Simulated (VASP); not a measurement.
Method: PBE GGA, VASP's PBE PAW potentials (set 64) (plane waves; VASP 6.6.1).

Input for VASP

**INCAR**
```
ENCUT  =  520   ! plane-wave cut-off (eV)
EDIFF  =  1E-6
LASPH  =  .TRUE.
ISMEAR  =  1   ! Methfessel-Paxton
GGA  =  PE
ISIF  =  2
ALGO  =  Normal
LREAL  =  .FALSE.   ! projection in real space or not
NBANDS  =  28
SIGMA  =  0.1   ! width (eV)
SYSTEM  =  B2Rh
NELM  =  100   ! most electronic steps
LCHARG  =  .FALSE.
LWAVE  =  .FALSE.
LMAXMIX  =  4   ! l cut-off of mixed one-centre charges
PREC  =  Accurate
```

POSCAR:
```
B2Rh
3.5655140
  0.0000000000   0.7071067453   0.7071067453
  0.7071067453   0.0000000000   0.7071067453
  0.7071067453   0.7071067453   0.0000000000
Rh B
1 2
Direct
  0.0000000000   0.0000000000   0.0000000000
  0.2500000000   0.2500000000   0.2500000000
  0.7500000000   0.7500000000   0.7500000000
```

### KPOINTS
```
Automatic mesh
0
Gamma
9 9 9
0 0 0
```

POTCAR, in this order: Rh_pv B (PBE.64 set). Program: vasp_std.

Output of the run:

### OSZICAR
```
       N       E                     dE             d eps       ncg     rms          rms(c)
DAV:   1     0.182190656512E+03    0.18219E+03   -0.10501E+04  1960   0.733E+02
DAV:   2    -0.143578953886E+02   -0.19655E+03   -0.18626E+03  2168   0.254E+02
DAV:   3    -0.201987312966E+02   -0.58408E+01   -0.57917E+01  2424   0.453E+01
DAV:   4    -0.202242502772E+02   -0.25519E-01   -0.25513E-01  2260   0.302E+00
DAV:   5    -0.202244248493E+02   -0.17457E-03   -0.17457E-03  2252   0.223E-01    0.174E+01
DAV:   6    -0.196084822571E+02    0.61594E+00   -0.75029E+00  2124   0.189E+01    0.558E+00
DAV:   7    -0.190888675825E+02    0.51961E+00   -0.12291E+00  2084   0.904E+00    0.378E+00
DAV:   8    -0.190836431957E+02    0.52244E-02   -0.16103E-02  2188   0.666E-01    0.117E+00
DAV:   9    -0.190824681078E+02    0.11751E-02   -0.49617E-03  2116   0.530E-01    0.145E-01
DAV:  10    -0.190825540751E+02   -0.85967E-04   -0.35423E-04  2136   0.106E-01    0.311E-02
DAV:  11    -0.190825668394E+02   -0.12764E-04   -0.33335E-05  2164   0.403E-02    0.127E-02
DAV:  12    -0.190825686948E+02   -0.18554E-05   -0.30703E-06  2140   0.881E-03    0.522E-03
DAV:  13    -0.190825689955E+02   -0.30075E-06   -0.54728E-08  1508   0.143E-03
   1 F= -.19082569E+02 E0= -.19081882E+02  d E =-.206197E-02
```

### OUTCAR
```
------------------------ aborting loop because EDIFF is reached ----------------------------------------
  FORCE on cell =-STRESS in cart. coord.  units (eV):
  Direction    XX          YY          ZZ          XY          YZ          ZX
  --------------------------------------------------------------------------------------
  Total       -1.3187626     -1.3187626     -1.3187626      0.0000000      0.0000000      0.0000000
  in kB      -65.9213119    -65.9213119    -65.9213119      0.0000000      0.0000000      0.0000000
  external PRESSURE =     -65.9213119 kB  Pullay stress =       0.0000000 kB
  volume of cell :       32.05
      direct lattice vectors                 reciprocal lattice vectors
     0.000000000  2.521199000  2.521199000    -0.198318340  0.198318340  0.198318340
     2.521199000  0.000000000  2.521199000     0.198318340 -0.198318340  0.198318340
     2.521199000  2.521199000  0.000000000     0.198318340  0.198318340 -0.198318340
 POSITION                                       TOTAL-FORCE (eV/Angst)
 -----------------------------------------------------------------------------------
      0.00000      0.00000      0.00000         0.000000      0.000000      0.000000
      1.26060      1.26060      1.26060        -0.000000     -0.000000     -0.000000
      3.78180      3.78180      3.78180         0.000000      0.000000      0.000000
 -----------------------------------------------------------------------------------
    total drift:                               -0.000000     -0.000000      0.000000
  FREE ENERGIE OF THE ION-ELECTRON SYSTEM (eV)
  ---------------------------------------------------
  free  energy   TOTEN  =       -19.0825689955 eV

  energy  without entropy=      -19.0805070207  energy(sigma->0) =      -19.08188167
```
(Selected blocks of OUTCAR.)

### OUTCAR
```
 val. band max:        7.9601194833   @ k =   0.4444   0.3333   0.0000

 cond. band min:       7.9652589602   @ k =  -0.4444   0.2222   0.0000


 Fermi energy:         7.9619822547

 k-point     1 :       0.0000    0.0000    0.0000
  band No.  band energies     occupation
      1     -39.0952      2.00000
      2     -39.0952      2.00000
      3     -39.0952      2.00000
      4      -3.9469      2.00000
      5       1.9209      2.00000
      6       1.9209      2.00000
      7       1.9209      2.00000
      8       5.1863      2.00000
      9       5.1863      2.00000
     10       8.5203     -0.00000
     11      12.5177      0.00000
     12      12.5177      0.00000
     13      12.5177      0.00000
     14      14.1017      0.00000
     15      14.1017      0.00000
     16      14.1017      0.00000
     17      17.6590      0.00000
     18      17.6590      0.00000
     19      17.6590      0.00000
     20      21.8855      0.00000
     21      25.2036      0.00000
     22      25.2036      0.00000
     23      27.9965      0.00000
     24      28.9631      0.00000
     25      37.8768      0.00000
     26      37.8768      0.00000
     27      37.8768      0.00000
     28      38.7955      0.00000

 k-point     2 :       0.1111    0.0000    0.0000
  band No.  band energies     occupation
      1     -39.1000      2.00000
      2     -39.0960      2.00000
      3     -39.0960      2.00000
      4      -3.7386      2.00000
      5       1.7190      2.00000
      6       2.0324      2.00000
      7       2.0324      2.00000
      8       5.1065      2.00000
      9       5.1065      2.00000
     10       8.8799     -0.00000
     11      11.8015      0.00000
     12      12.2867      0.00000
     13      12.2867      0.00000
     14      13.3113      0.00000
     15      13.8524      0.00000
     16      13.8524      0.00000
     17      18.3139      0.00000
     18      18.3139      0.00000
     19      18.4374      0.00000
     20      22.6682      0.00000
...
```

The structure was generated: B2Rh was put into the fluorite type (Fm-3m), which need not be its known phase. The cell was not relaxed at this level. The run is one of a series of settings (NBANDS = 28 against the base run), some of them coarse on purpose. The electron count is odd and the run is not spin-polarised, which forces a metal.
